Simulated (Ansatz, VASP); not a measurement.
## BaSiO3 (silicate glass): VASP beside Ansatz

Wanted: the spread between two codes on one cell, functional and k mesh. The structure shown is the start of the Ansatz relaxation below; VASP solves that cell, so the two are compared at the walk's first step.

Program: Ansatz 0.2.0. Level of theory: plane waves, with VASP 6.6.1 beside it; single point at PBEsol. Results are calculated unless marked as measured.

### 1. The structure

The cell holds 40 atoms: 8 Si, 8 Ba and 24 O. Cell: a = 8.834 Å, b = 8.834 Å, c = 8.834 Å, α = 90.0°, β = 90.0°, γ = 90.0°. As first built, before any earlier steps moved the atoms (in the runner's words): kind silicate glass; units_of_the_quenched_model {'SiO2': 8, 'BaO': 8}; melt_K 3500; rate_K_ps 10; atoms 40.

### 2. Ansatz: relaxation, PBEsol

Ansatz runs on its default PAW (the set named soft_2) files.

The two programs are compared at the cell with which this relaxation starts, whose forces are those of its first step.

input.yaml

```yaml
crystal:
  lattice:
    - [8.8337962189, 0.0, 0.0]
    - [0.0, 8.8337962189, 0.0]
    - [0.0, 0.0, 8.8337962189]
  atoms:
    - { symbol: Si, position: [0.116993, 0.2807, 0.62373] }
    - { symbol: Si, position: [0.707769, 0.724443, 0.61936] }
    - { symbol: Si, position: [0.515782, 0.539144, 0.038961] }
    - { symbol: Si, position: [0.653198, 0.100304, 0.086716] }
    - { symbol: Si, position: [0.133416, 0.042582, 0.372612] }
    - { symbol: Si, position: [0.788632, 0.970211, 0.379139] }
    - { symbol: Si, position: [0.165553, 0.560633, 0.147505] }
    - { symbol: Si, position: [0.48904, 0.856265, 0.863716] }
    - { symbol: Ba, position: [0.648106, 0.224313, 0.716412] }
    - { symbol: Ba, position: [0.873627, 0.475923, 0.898441] }
    - { symbol: Ba, position: [0.849243, 0.411008, 0.350378] }
    - { symbol: Ba, position: [0.436039, 0.827967, 0.278401] }
    - { symbol: Ba, position: [0.997242, 0.944341, 0.950596] }
    - { symbol: Ba, position: [0.425397, 0.378432, 0.386564] }
    - { symbol: Ba, position: [0.273156, 0.215984, 0.96896] }
    - { symbol: Ba, position: [0.156955, 0.710579, 0.635354] }
    - { symbol: O, position: [0.720275, 0.973436, 0.206874] }
    - { symbol: O, position: [0.734296, 0.121315, 0.456576] }
    - { symbol: O, position: [0.561999, 0.422765, 0.918144] }
    - { symbol: O, position: [0.087325, 0.670135, 0.033137] }
    - { symbol: O, position: [0.967523, 0.963344, 0.375388] }
    - { symbol: O, position: [0.020115, 0.43208, 0.626991] }
    - { symbol: O, position: [0.291459, 0.317536, 0.653322] }
    - { symbol: O, position: [0.339263, 0.518035, 0.087862] }
    - { symbol: O, position: [0.789609, 0.19128, 0.026308] }
    - { symbol: O, position: [0.579234, 0.000682, 0.94273] }
    - { symbol: O, position: [0.105818, 0.208554, 0.452447] }
    - { symbol: O, position: [0.5218, 0.711786, 0.971444] }
    - { symbol: O, position: [0.24946, 0.958311, 0.477345] }
    - { symbol: O, position: [0.073993, 0.408103, 0.144206] }
    - { symbol: O, position: [0.195766, 0.621012, 0.31428] }
    - { symbol: O, position: [0.189514, 0.04505, 0.205097] }
    - { symbol: O, position: [0.049657, 0.172516, 0.748584] }
    - { symbol: O, position: [0.671583, 0.553646, 0.585526] }
    - { symbol: O, position: [0.52207, 0.183771, 0.168008] }
    - { symbol: O, position: [0.566832, 0.811922, 0.705643] }
    - { symbol: O, position: [0.613452, 0.541773, 0.188539] }
    - { symbol: O, position: [0.852409, 0.753189, 0.720912] }
    - { symbol: O, position: [0.72474, 0.821008, 0.461734] }
    - { symbol: O, position: [0.318882, 0.892722, 0.855732] }
  symmetry: { detect: false }
kpoints:
  mp_grid: { grid: [2, 2, 2] }
scf:
  occupations: { method: fermi_dirac, width: 0.05 }
hamiltonian:
  xc: pbesol
output:
  forces: true
  stress: true
relax:
  f_tol: 0.04
  max_steps: 160
  escape_saddle: false
  cell: { stress_tol: 0.4, fix: [] }
```

Run with:

```
ansatz run input.yaml --threads 8 --pin off --max-ram 14336MiB --backend cpu --events-out ev --progress --plain --runs-dir out
```

Numbers of over 12 decimals in the logs are rounded to 6 here.

The program printed:

```text
Engine: ansatz 0.2.0, aarch64-unknown-linux-gnu
Pseudopotentials: kind: paw
Pseudopotential: Si, paw, valence charge 4, recommended cutoff 420 eV (normal), Si.paw.azcp
Pseudopotential: Ba, paw, valence charge 10, recommended cutoff 420 eV (normal), Ba.paw.azcp
Pseudopotential: O, paw, valence charge 6, recommended cutoff 420 eV (normal), O.paw.azcp
Functional definition: PBEsol
  exchange = pbesol_x
  correlation = pbesol_c
Crystal: 40 atoms, lattice volume = 689.354 Å³
Basis set: ecut = 420 eV, 13397 PW (Γ), exchange–correlation on 120×120×120 points (8 copies of the dense FFT grid, shifted against one another)
Bands: 168, of which v1, the nominal top of the filled ones, is band 128 counted from 1 (127 counted from 0)
Symmetry: 1 space group operations
k-points: 8
Non-local potential: Si, projectors of the file, l = 0: 2, l = 1: 2, l = 2: 2
Non-local potential: Ba, projectors of the file, l = 0: 3, l = 1: 2, l = 2: 2, l = 3: 2
Non-local potential: O, projectors of the file, l = 0: 2, l = 1: 2, l = 2: 1
PAW form: soft (Blöchl's): semilocal exchange-correlation on the pseudo side does not see the compensation charge
PAW frozen core: Si, regenerated for the run's functional, and the local potential with it (the file was generated under x = pbe(κ = 0.804, μ = 0.219515), c = pbe(β = 0.066725))
PAW frozen core: Ba, regenerated for the run's functional, and the local potential with it (the file was generated under x = pbe(κ = 0.804, μ = 0.219515), c = pbe(β = 0.066725))
PAW frozen core: O, regenerated for the run's functional, and the local potential with it (the file was generated under x = pbe(κ = 0.804, μ = 0.219515), c = pbe(β = 0.066725))
PAW one-centre angular grid: Si, 110 points (default); XC on 64 Gauss nodes
PAW one-centre angular grid: Ba, 194 points (default); XC on 64 Gauss nodes
PAW one-centre angular grid: O, 110 points (default); XC on 64 Gauss nodes
Initial density: superposition of atomic densities (neutral atoms: chi_scale 0, normalization atom), corrected by the library's trained network
Initial wavefunctions: pseudopotential atomic-orbital guess
Functional: x = pbesol(κ = 0.804, μ = 0.123457), c = pbesol(β = 0.046)
SCF iter   1: F=—  HF=-65385.502297 eV  |F-HF|=—  |Δ(HF+E_count)|=         —  Δρ=1.08e-2  dr2=6.82e-1  ethr=1.77e-3  ⟨swp⟩=7.0  Hψ=6831  notcnv=0  defer=151
preconditioner: auto → Resta (q_TF=auto, 2.313 Å⁻¹)  ε∞=3.7  [insulator: Δε(μ)=3.272 eV  Ē_g=13.312 eV  σ=0.050 eV  W_gap=1.00  n_scr=146 (ndim 8)  ℏωp=21.9 eV  f_vac=0.083  D(μ)=0.00/eV (n_scr^D=0)  ε∞_Penn≈3.7]
SCF iter   2: F=—  HF=-65385.333649 eV  |F-HF|=—  |Δ(HF+E_count)|=   1.69e-1  Δρ=2.60e-3  dr2=2.97e-2  ethr=2.66e-4  ⟨swp⟩=2.0  Hψ=2491  notcnv=0  defer=277
SCF iter   3: F=—  HF=-65385.330111 eV  |F-HF|=—  |Δ(HF+E_count)|=   3.54e-3  Δρ=8.17e-4  dr2=6.30e-3  ethr=1.16e-5  ⟨swp⟩=2.0  Hψ=1963  notcnv=0  defer=277
SCF iter   4: F=—  HF=-65385.331256 eV  |F-HF|=—  |Δ(HF+E_count)|=   1.14e-3  Δρ=4.60e-4  dr2=1.58e-3  ethr=2.46e-6  ⟨swp⟩=2.0  Hψ=1623  notcnv=0  defer=277
SCF iter   5: F=—  HF=-65385.331376 eV  |F-HF|=—  |Δ(HF+E_count)|=   1.20e-4  Δρ=1.06e-4  dr2=1.05e-4  ethr=6.17e-7  ⟨swp⟩=2.0  Hψ=2027  notcnv=0  defer=277
SCF iter   6: F=—  HF=-65385.331446 eV  |F-HF|=—  |Δ(HF+E_count)|=   6.98e-5  Δρ=9.22e-5  dr2=5.04e-5  ethr=4.09e-8  ⟨swp⟩=2.0  Hψ=1963  notcnv=0  defer=277
SCF iter   7: F=—  HF=-65385.331465 eV  |F-HF|=—  |Δ(HF+E_count)|=   1.94e-5  Δρ=2.11e-5  dr2=3.06e-6  ethr=1.97e-8  ⟨swp⟩=2.0  Hψ=2240  notcnv=0  defer=277
SCF iter   8: F=—  HF=-65385.331467 eV  |F-HF|=—  |Δ(HF+E_count)|=   2.28e-6  Δρ=8.37e-6  dr2=5.91e-7  ethr=1.20e-9  ⟨swp⟩=2.0  Hψ=2011  notcnv=0  defer=277
SCF iter   9: F=—  HF=-65385.331468 eV  |F-HF|=—  |Δ(HF+E_count)|=   6.29e-7  Δρ=5.78e-6  dr2=1.89e-7  ethr=2.31e-10  ⟨swp⟩=2.0  Hψ=2027  notcnv=0  defer=277
SCF iter  10: F=-65385.331468 eV  HF=-65385.331468 eV  |F-HF|=2.27e-8  |Δ(HF+E_count)|=   2.65e-8  Δρ=1.44e-6  dr2=1.91e-8  ethr=3.91e-11  ⟨swp⟩=4.0  Hψ=4378  notcnv=0
SCF 1 converged in 10 iterations: F = -65385.331468 eV  dr2 = 1.91e-8
  greatest PAW one-centre occupation: 0.955 electrons in one spin orbital (limit 2), on the Ba atom at site 10 (counted from 0), in its partial waves of l = 0
relax step   1: F+E_penalty+E_count = -65385.33146812 eV  Δ(F+E_penalty+E_count) = +0.000e0 eV  max|allowed force component| = 2.883e0 eV/Å  Δτ_max = 0.0000 Å  P = +1.277 GPa  Ω = 689.354 Å³  (10 SCF iters, dr2 threshold 1.00e-7 eV, accepted)
Crystal: 40 atoms, lattice volume = 631.237 Å³
Basis set: ecut = 420 eV, 12357 PW (Γ), exchange–correlation on 120×120×120 points (8 copies of the dense FFT grid, shifted against one another)
Initial density: handed on by an earlier stage of this run
Initial wavefunctions: those handed on with the density
iter 1 solved again at ethr=7.91e-4 eV; its pass at ethr=3.10e-3 eV (dr2=2.02e0 eV) is discarded
[...]
preconditioner: auto → Resta (q_TF=auto, 2.330 Å⁻¹)  ε∞=3.6  [insulator: Δε(μ)=4.007 eV  Ē_g=13.977 eV  σ=0.050 eV  W_gap=1.00  n_scr=140 (ndim 8)  ℏωp=22.4 eV  f_vac=0.087  D(μ)=0.00/eV (n_scr^D=0)  ε∞_Penn≈3.6]
SCF iter   2: F=—  HF=-65390.268169 eV  |F-HF|=—  |Δ(HF+E_count)|=   9.21e-4  Δρ=1.04e-4  dr2=7.91e-6  ethr=1.20e-8  ⟨swp⟩=2.0  Hψ=1892  notcnv=0
[...]
SCF converged after 5 iterations
Free energy (F): -65390.268870 eV
Harris-Foulkes:  -65390.268870 eV  (|F-HF|=1.45e-8)
Internal energy: -65390.268870 eV  (E = F + TS)
E sigma→0 (E₀):  -65390.268870 eV
Fermi energy:    7.503471 eV
--- Per-component energies (eV) ---
  E_band       = -700.097054
  E_kinetic    = 5967.210999
  E_local      = -13484.594721  (includes V_loc(G=0)·N_el)
  E_nonlocal   = 1821.434737
  E_hartree    = 4961.805211
  E_xc         = -3551.315968
  E_vxc        = -3742.726086  (∫ρ·V_xc dr)
  E_paw        = -48782.518458  (= ΣΔE_a)
  E_vpaw       = -1185.093743  (= ΣTr[D̂ρ^β])
  E_aug_tail   = 0.059890  (compensation charges beyond the density's cutoff)
  E_ewald      = -12324.661420
  E_core_change = 2.310860  (= ΣΔE_core)
  E_smearing   = -0.000000  (= −TS)
  E_closure    = -0.000000  (closes the sum)
  Σ components = -65390.268870   (vs F -65390.268870, Δ=0.00e0)
--- Forces (eV/Å), atoms counted from 1 ---
  atom   1  Si     0.00984996     0.00668507     0.01593018
  atom   2  Si    -0.01648254     0.00505407    -0.01135407
  atom   3  Si    -0.01607270    -0.01245833    -0.01168518
  atom   4  Si     0.01020221     0.00695665     0.00514634
  atom   5  Si    -0.02272641     0.03002339     0.00420785
  atom   6  Si     0.01049056     0.01178711    -0.00336092
  atom   7  Si     0.02787345    -0.01890993    -0.01464469
  atom   8  Si    -0.00065390     0.02333492     0.00049016
  atom   9  Ba    -0.00951712    -0.00983748     0.01121045
  atom  10  Ba     0.00893207    -0.02444756    -0.00639685
  atom  11  Ba    -0.02463008    -0.01298733     0.00455430
  atom  12  Ba     0.01885413     0.00395154    -0.00271417
  atom  13  Ba     0.00809100     0.01237001     0.01175852
  atom  14  Ba     0.00101759    -0.01513327     0.02108642
  atom  15  Ba    -0.00129685     0.00702302    -0.00609906
  atom  16  Ba    -0.00104085    -0.01406907    -0.00964998
  atom  17  O     -0.00878312    -0.01314870    -0.00175697
  atom  18  O     -0.00455267     0.00594147    -0.00936429
  atom  19  O     -0.00782131    -0.00905922    -0.00492172
  atom  20  O      0.00119590     0.00150640     0.01400321
  atom  21  O      0.00823464    -0.00350227     0.00318112
  atom  22  O     -0.00681352     0.01254893    -0.01735301
  atom  23  O      0.00958658     0.00726019     0.00127230
  atom  24  O      0.01732026    -0.00757363     0.01545444
[...]
atom  33  O     -0.01246594    -0.00387888     0.00546428
  atom  34  O      0.00651704    -0.00131204    -0.00857789
  atom  35  O      0.01435108     0.01913278    -0.01991544
  atom  36  O     -0.01391784    -0.01802658     0.00927436
  atom  37  O     -0.00391502     0.00080750     0.00180577
  atom  38  O     -0.00553799     0.00322626     0.00550705
  atom  39  O     -0.00766231     0.00960980    -0.00500320
  atom  40  O      0.01006711    -0.00033030    -0.00893423
  max |Σ_I F_I| component: 3.62e-5 eV/Å
--- Stress (GPa, compression-positive) ---
       -0.030827       0.076348       0.001950
        0.076348       0.187352      -0.092077
        0.001950      -0.092077      -0.024119
  P = ⅓ Tr σ = 0.0441 GPa (0.441 kbar)
--- Relaxed structure (24 steps of the walk, 24 accepted, 2 SCFs on fresh bases) ---
  F+E_penalty+E_count = -65390.26887037 eV   max|allowed force component| = 3.002e-2 eV/Å   (the final SCF, on the basis selected at the relaxed cell)
  cell:  # Å, volume = 659.6963 Å³
    - [8.005121, 0.665190, -0.179324]
    - [0.665190, 9.619312, -0.403524]
    - [-0.179324, -0.403524, 8.636387]
  atoms:
    - { symbol: Si, position: [0.142306, 0.289467, 0.626575] }
    - { symbol: Si, position: [0.728909, 0.796017, 0.624385] }
    - { symbol: Si, position: [0.507873, 0.535152, 0.017103] }
    - { symbol: Si, position: [0.630409, 0.074900, 0.085472] }
    - { symbol: Si, position: [0.153731, 0.028840, 0.385548] }
    - { symbol: Si, position: [0.763414, 1.035886, 0.405705] }
    - { symbol: Si, position: [0.164053, 0.540754, 0.144310] }
    - { symbol: Si, position: [0.463569, 0.828772, 0.878003] }
    - { symbol: Ba, position: [0.655893, 0.195371, 0.756754] }
    - { symbol: Ba, position: [0.875746, 0.527521, 0.817558] }
    - { symbol: Ba, position: [0.872991, 0.423090, 0.329843] }
    - { symbol: Ba, position: [0.486832, 0.778715, 0.306855] }
    - { symbol: Ba, position: [1.006355, 0.867704, 1.041560] }
    - { symbol: Ba, position: [0.401028, 0.345506, 0.367034] }
    - { symbol: Ba, position: [0.217294, 0.163047, 0.965055] }
    - { symbol: Ba, position: [0.152745, 0.728005, 0.588387] }
    - { symbol: O, position: [0.671447, 0.979751, 0.239990] }
    - { symbol: O, position: [0.712908, 0.201474, 0.447560] }
    - { symbol: O, position: [0.606202, 0.443821, 0.876206] }
    - { symbol: O, position: [-0.019891, 0.615436, 0.084729] }
    - { symbol: O, position: [0.963041, 0.974710, 0.387341] }
    - { symbol: O, position: [0.101601, 0.452351, 0.577792] }
    - { symbol: O, position: [0.333348, 0.244958, 0.691713] }
    - { symbol: O, position: [0.300083, 0.538843, 0.00234066] }
    - { symbol: O, position: [0.805215, 0.100272, 0.018205] }
    - { symbol: O, position: [0.540898, -0.029404, 0.950493] }
    - { symbol: O, position: [0.122617, 0.197386, 0.451027] }
    - { symbol: O, position: [0.532495, 0.705971, 0.996431] }
    - { symbol: O, position: [0.275899, 0.927145, 0.491581] }
    - { symbol: O, position: [0.146280, 0.378002, 0.171453] }
    - { symbol: O, position: [0.235380, 0.619519, 0.303435] }
    - { symbol: O, position: [0.210368, 0.010343, 0.207374] }
    - { symbol: O, position: [-0.00121996, 0.264808, 0.745408] }
    - { symbol: O, position: [0.759327, 0.666537, 0.492834] }
    - { symbol: O, position: [0.491314, 0.209390, 0.115831] }
    - { symbol: O, position: [0.551010, 0.781100, 0.708508] }
    - { symbol: O, position: [0.579292, 0.510575, 0.192252] }
    - { symbol: O, position: [0.881689, 0.798187, 0.752005] }
    - { symbol: O, position: [0.691903, 0.948152, 0.539278] }
    - { symbol: O, position: [0.262869, 0.858724, 0.859740] }
```

(Continued in part 2 of 2.)

[Lines on the potential files, build, host, timing and source positions are cut from VASP's logs without a mark.]

[Logs are printed without paths, hosts, clocks, repeated set-up lines and the standing remarks that a program may print on its own settings, such as how far it seeks lower states.]

[Hosts, paths, dates, database ids (printed as entryN), source tags and the programs' standing remarks are cut or masked in the printed files.]
